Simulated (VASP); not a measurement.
# A VASP study of Y (PBEsol): structure first, properties next, part 4 of 4

Aim: relax Y, then compute properties on the relaxed cell. Left out of this account: 1 further run (bands with PBEsol: it diverged and was aborted). The start is a cell from a database of measured crystal structures.

VASP 6.6.1; PBEsol; plane waves and PAW (Y_sv).

Still holding for the runs below: The k-mesh is coarse for a metal.

So far. Step 11 (Volume scan with PBEsol, volume scale 1.02): The run ends at a pressure of -0.85 GPa.

### Step 12. Volume scan with PBEsol, volume scale 1.04

INCAR

```
SYSTEM = Y
PREC = Accurate
ENCUT = 400
EDIFF = 1E-06
NELM = 100
ISMEAR = 1
SIGMA = 0.2
LREAL = .FALSE.
ALGO = Normal
GGA = PS
NBANDS = 17
LASPH = .TRUE.
LORBIT = 11
LWAVE = .FALSE.
LCHARG = .FALSE.
KPAR = 2
ISIF = 2
```

POSCAR

```
Y
1.0
    3.6513379637      0.0000000000      0.0000000000
   -1.8256689819      3.1621514344      0.0000000000
    0.0000000000      0.0000000000      5.6468000377
Y
2
Direct
    0.3333333333      0.6666666667      0.2500000000
    0.6666666667      0.3333333333      0.7500000000
```

KPOINTS

```
Automatic mesh
0
Gamma
7 7 4
0 0 0
```

PAW data sets: Y_sv (PBE family, release 64).

On the command line:

```
$ mpirun -np 2 vasp_std
```

What it wrote:

```text
[... set-up lines as in an earlier step ...]
 entering main loop
       N       E                     dE             d eps       ncg     rms          rms(c)
DAV:   1     0.758680805500E+02    0.75868E+02   -0.10082E+04   816   0.102E+03
DAV:   2    -0.701533641364E+01   -0.82883E+02   -0.81702E+02  1026   0.231E+02
DAV:   3    -0.139323376645E+02   -0.69170E+01   -0.68459E+01  1436   0.414E+01
DAV:   4    -0.141040908576E+02   -0.17175E+00   -0.17155E+00  1002   0.696E+00
[...]
DAV:  12    -0.136315014922E+02    0.39893E-05   -0.29640E-05   911   0.473E-02    0.164E-02
DAV:  13    -0.136315044490E+02   -0.29568E-05   -0.53736E-06   936   0.201E-02    0.335E-03
DAV:  14    -0.136315045505E+02   -0.10154E-06   -0.14546E-07   542   0.313E-03
   1 F= -.13631505E+02 E0= -.13632048E+02  d E =0.163098E-02
```

The job ended after 8 s (2 MPI ranks of Intel Xeon 6975P-C (Granite Rapids), shared host; peak memory 0.31 GiB; 13 s of CPU time).

OUTCAR, selected parts (step 12):

```text
  Total       -0.6586163     -0.6586163     -0.6832618      0.0000000      0.0000000      0.0000000
  in kB      -16.1847494    -16.1847494    -16.7903830      0.0000000      0.0000000      0.0000000
  external PRESSURE =     -16.3866273 kB  Pullay stress =       0.0000000 kB

 POSITION                                       TOTAL-FORCE (eV/Angst)
 -----------------------------------------------------------------------------------
     -0.00000      2.10810      1.41170        -0.000000      0.000000      0.000000
      1.82567      1.05405      4.23510         0.000000     -0.000000      0.000000
 -----------------------------------------------------------------------------------
    total drift:                               -0.000000      0.000000     -0.000000

  FREE ENERGIE OF THE ION-ELECTRON SYSTEM (eV)
  ---------------------------------------------------
  free  energy   TOTEN  =       -13.6315045505 eV

  energy  without entropy=      -13.6331355274  energy(sigma->0) =      -13.63204821

[... 1 part as in an earlier step ...]

[... 2 further parts left out ...]
[key lines of the parts left out:]
E-fermi :   2.9247
```

The pressure falls from -0.85 to -1.64 GPa.

The run ends at a pressure of -1.64 GPa.

### Step 13. Volume scan with PBEsol, volume scale 1.06

A prediction first. A parabola through the 6 pressures of evenly scaled cells so far, P = 0.00 -44.3 t +61 t² GPa with t = ln(V/V₁) and V₁ the volume at scale 1, gives -2.37 GPa at t = +0.0583.

INCAR is that of step 12.

POSCAR

```
Y
1.0
    3.6745955205      0.0000000000      0.0000000000
   -1.8372977602      3.1822930694      0.0000000000
    0.0000000000      0.0000000000      5.6827678867
Y
2
Direct
    0.3333333333      0.6666666667      0.2500000000
    0.6666666667      0.3333333333      0.7500000000
```

KPOINTS is that of step 12.

On the command line:

```
$ mpirun -np 2 vasp_std
```

What it wrote:

```text
[... set-up lines as in an earlier step ...]
 entering main loop
       N       E                     dE             d eps       ncg     rms          rms(c)
DAV:   1     0.736273891757E+02    0.73627E+02   -0.10010E+04   824   0.101E+03
DAV:   2    -0.750794390546E+01   -0.81135E+02   -0.79917E+02  1054   0.230E+02
DAV:   3    -0.139735008260E+02   -0.64656E+01   -0.64459E+01  1448   0.393E+01
DAV:   4    -0.141064850833E+02   -0.13298E+00   -0.13293E+00   996   0.599E+00
[...]
DAV:  12    -0.136160249723E+02    0.29022E-05   -0.28995E-05   895   0.473E-02    0.203E-02
DAV:  13    -0.136160279512E+02   -0.29789E-05   -0.57820E-06   948   0.220E-02    0.368E-03
DAV:  14    -0.136160279831E+02   -0.31896E-07   -0.14590E-07   529   0.313E-03
   1 F= -.13616028E+02 E0= -.13616751E+02  d E =0.216846E-02
```

Run time: 6.4 s. Hardware: 2 MPI ranks; peak memory 0.32 GiB.

From OUTCAR (step 13):

```text
  Total       -0.9725604     -0.9725604     -1.0007204     -0.0000000      0.0000000      0.0000000
  in kB      -23.4486338    -23.4486338    -24.1275756     -0.0000000      0.0000000      0.0000000
  external PRESSURE =     -23.6749477 kB  Pullay stress =       0.0000000 kB

 POSITION                                       TOTAL-FORCE (eV/Angst)
 -----------------------------------------------------------------------------------
     -0.00000      2.12153      1.42069         0.000000      0.000000      0.000000
      1.83730      1.06076      4.26208        -0.000000     -0.000000      0.000000
 -----------------------------------------------------------------------------------
    total drift:                                0.000000     -0.000000      0.000000

  FREE ENERGIE OF THE ION-ELECTRON SYSTEM (eV)
  ---------------------------------------------------
  free  energy   TOTEN  =       -13.6160279831 eV

  energy  without entropy=      -13.6181964428  energy(sigma->0) =      -13.61675080

[... 1 part as in an earlier step ...]

[... 2 further parts left out ...]
[key lines of the parts left out:]
E-fermi :   2.8295
```

The pressure falls from -1.64 to -2.37 GPa. The parabola predicted -2.37 GPa, which holds within 0.01 GPa.

### Step 14. The series together

Times are for 2 MPI ranks of Intel Xeon 6975P-C (Granite Rapids), shared host. Results by setting:

```csv
no.,volume scale,energy above the lowest point (meV/atom),pressure (GPa),time,memory (GiB)
1,0.94,17.87,2.978,6.4 s,0.3
2,0.96,7.97,1.915,6.8 s,0.3
3,0.98,2.1,0.9254,6.2 s,0.3
4,1,0,0.002772,7.6 s,0.3
5,1.02,1.39,-0.8491,6.8 s,0.31
6,1.04,6.04,-1.639,8 s,0.31
7,1.06,13.69,-2.367,6.4 s,0.32
```

### Step 15. Fit for PBEsol

This step: Birch-Murnaghan fit, PBEsol; plane waves and PAW (VASP 6.6.1).

This step runs nothing: it gathers the runs above.

Numbers from this step:

* pressure derivative of the bulk modulus: 2.668
* r.m.s. error of the fit: 4.10e-6 eV/atom
* minimum inside the sampled range: yes
* bulk modulus: 44.43 GPa
* equilibrium volume of the fit: 31.40 Å³/atom

The energy above the fitted minimum by volume:

```csv
volume (Å³/atom),energy above the fitted minimum (eV/atom)
29.46,0.0179
30.09,0.00799
30.72,0.00211
31.35,1.3e-5
31.97,0.00140
32.60,0.00605
33.23,0.0137
```

The fitted volume lies +0.18 % from the relaxed one. At a finite cutoff and mesh the minimum of the energy and the zero of the stress don't quite coincide, and the relaxation stops at a threshold.

### Step 16. Electric field gradients (PBEsol)

This step: PBEsol; plane waves and PAW (Y_sv) (VASP 6.6.1).

Field gradients probe how far the charge around each nucleus departs from cubic symmetry; LASPH keeps the non-spherical terms inside the spheres.

Edit INCAR of step 13 so:

```diff
@@ -3,3 +3,3 @@
 ENCUT = 400
-EDIFF = 1E-06
+EDIFF = 1E-07
 NELM = 100
@@ -16,2 +16,2 @@
 KPAR = 2
-ISIF = 2
+LEFG = .TRUE.
```

POSCAR

```
Y
1.0
    3.6039126222      0.0000000000      0.0000000000
   -1.8019563111      3.1210798839      0.0000000000
    0.0000000000      0.0000000000      5.5734566707
Y
2
Direct
    0.3333333333      0.6666666667      0.2500000000
    0.6666666667      0.3333333333      0.7500000000
```

KPOINTS is that of step 13.

On the command line:

```
$ mpirun -np 2 vasp_std
```

What it wrote:

```text
[... set-up lines as in an earlier step ...]
 entering main loop
       N       E                     dE             d eps       ncg     rms          rms(c)
[... 11 cycles as in an earlier step ...]
DAV:  12    -0.136441217783E+02    0.19477E-05   -0.16020E-05   990   0.346E-02    0.184E-02
DAV:  13    -0.136441236824E+02   -0.19041E-05   -0.41994E-06   903   0.189E-02    0.295E-03
DAV:  14    -0.136441237190E+02   -0.36612E-07   -0.19477E-07  1015   0.300E-03
ion   1
     0.0000000    -0.0000000    -0.0000000    -0.5209099     0.0000000    -0.0000000
     0.0000519    -0.0000000    -0.0000000    -0.5209099     0.0000000    -0.0000000
     0.0000714    -0.0000000    -0.0000000    -0.5209099     0.0000000    -0.0000000
     0.0000984    -0.0000000    -0.0000000    -0.5209098     0.0000000    -0.0000000
     0.0001355    -0.0000000    -0.0000000    -0.5209098     0.0000000    -0.0000000

     0.0000000    -0.0000000    -0.0000000   -27.6597485     0.0000000    -0.0000001
     0.0000519    -0.0000000    -0.0000000   -27.6573103     0.0000000    -0.0000001
     0.0000714    -0.0000000    -0.0000000   -27.6559500     0.0000000    -0.0000001
     0.0000984    -0.0000000    -0.0000000   -27.6537479     0.0000000    -0.0000001
     0.0001355    -0.0000000    -0.0000000   -27.6501990     0.0000000    -0.0000001

ion   2
     0.0000000    -0.0000000    -0.0000000    -0.5209099    -0.0000000    -0.0000000
     0.0000519    -0.0000000    -0.0000000    -0.5209099    -0.0000000    -0.0000000
     0.0000714    -0.0000000    -0.0000000    -0.5209099    -0.0000000    -0.0000000
     0.0000984    -0.0000000    -0.0000000    -0.5209098    -0.0000000    -0.0000000
     0.0001355    -0.0000000    -0.0000000    -0.5209098    -0.0000000    -0.0000000

     0.0000000    -0.0000000    -0.0000000   -27.6597485    -0.0000000    -0.0000001
     0.0000519    -0.0000000    -0.0000000   -27.6573103    -0.0000000    -0.0000001
     0.0000714    -0.0000000    -0.0000000   -27.6559500    -0.0000000    -0.0000001
     0.0000984    -0.0000000    -0.0000000   -27.6537479    -0.0000000    -0.0000001
     0.0001355    -0.0000000    -0.0000000   -27.6501990    -0.0000000    -0.0000001

   1 F= -.13644124E+02 E0= -.13644130E+02  d E =0.187346E-04
```

Run time: 6.4 s. Hardware: 2 MPI ranks; peak memory 0.3 GiB; 10 s of CPU time.

Parts of OUTCAR (step 16):

```text
   NELECT =      22.0000    total number of electrons

 E-fermi :   3.1257

  Total        0.0008047      0.0008047     -0.0001820      0.0000000      0.0000000      0.0000000
  in kB        0.0205663      0.0205663     -0.0046509      0.0000000      0.0000000      0.0000000
  external PRESSURE =       0.0121606 kB  Pullay stress =       0.0000000 kB

 POSITION                                       TOTAL-FORCE (eV/Angst)
 -----------------------------------------------------------------------------------
     -0.00000      2.08072      1.39336         0.000000      0.000000      0.000000
      1.80196      1.04036      4.18009        -0.000000      0.000000      0.000000
 -----------------------------------------------------------------------------------
    total drift:                               -0.000000      0.000000     -0.000000

  FREE ENERGIE OF THE ION-ELECTRON SYSTEM (eV)
  ---------------------------------------------------
  free  energy   TOTEN  =       -13.6441237190 eV

  energy  without entropy=      -13.6441424536  energy(sigma->0) =      -13.64412996

 Electric field gradients after diagonalization (V/A^2)
 (convention: |V_zz| > |V_xx| > |V_yy|)
----------------------------------------------------------------------
 ion       V_xx      V_yy      V_zz     asymmetry (V_yy - V_xx)/ V_zz
----------------------------------------------------------------------
   1     -17.619   -17.619    35.238       0.000
   2     -17.619   -17.619    35.238       0.000
----------------------------------------------------------------------

[... 17 parts as in an earlier step ...]

[... 1 further part left out ...]
```

Numbers from this step:

| Quantity | Value |
| --- | --- |
| free energy (TOTEN) | -13.64 eV |
| Fermi energy | 3.126 eV |
| pressure | 0.001216 GPa |

Electric field gradients, by row:

```csv
atom,Vxx (V/Å²),Vyy (V/Å²),Vzz (V/Å²),asymmetry
Y1,-17.62,-17.62,35.24,0
Y2,-17.62,-17.62,35.24,0
```

The largest gradient, 35.24 V/Å², sits on Y1 and like sites; the stable nuclei of Y have no quadrupole moment in their ground state, so NMR and NQR don't see it.

### Step 17. Results

```json
{"relaxed volume": "31.35 Å³/atom", "relaxed conventional cell a, b, c": "3.604, 3.604, 5.573 Å; angles 90.0, 90.0, 120.0°", "space group after relaxing, within 0.02 Å": "P6_3/mmc (No. 194)", "band gap": "none, a metal", "DOS at the Fermi level": "4.02 states/eV/cell", "bulk modulus from the fit": "44.4 GPa", "volume from the fit": "31.4 Å³/atom", "largest field gradient Vzz": "35.24 V/Å² on Y1"}
```

**Reading.** With PBEsol, Y relaxes to 31.35 Å³/atom in space group P6_3/mmc (held by the symmetry of the run), comes out as a metal and has a bulk modulus of 44.4 GPa at fixed shape and positions, an upper bound. Against the listed cell the volume lies -5.0 % (a -1.2 %, c -2.7 %). Bands along the symmetry lines (PBEsol): Of the bands kept, 2 cross the Fermi level on this path. Spin-orbit coupling is left out; it would split some degenerate bands. The k-sampling is coarse for a metal, so the Fermi level, pressures and the shape of the cell carry errors. No search among competing phases was made. All values are for a static lattice at zero temperature.

[Lines on the potential files, build, host, timing and source positions are cut from VASP's logs without a mark.]

[Logs are printed without paths, hosts, clocks, repeated set-up lines and the standing remarks that a program may print on its own settings, such as how far it seeks lower states.]

[Hosts, paths, dates, database ids (printed as entryN), source tags and the programs' standing remarks are cut or masked in the printed files.]

[A measured line is paired with the nearest computed mode of its activity, which favours agreement.]
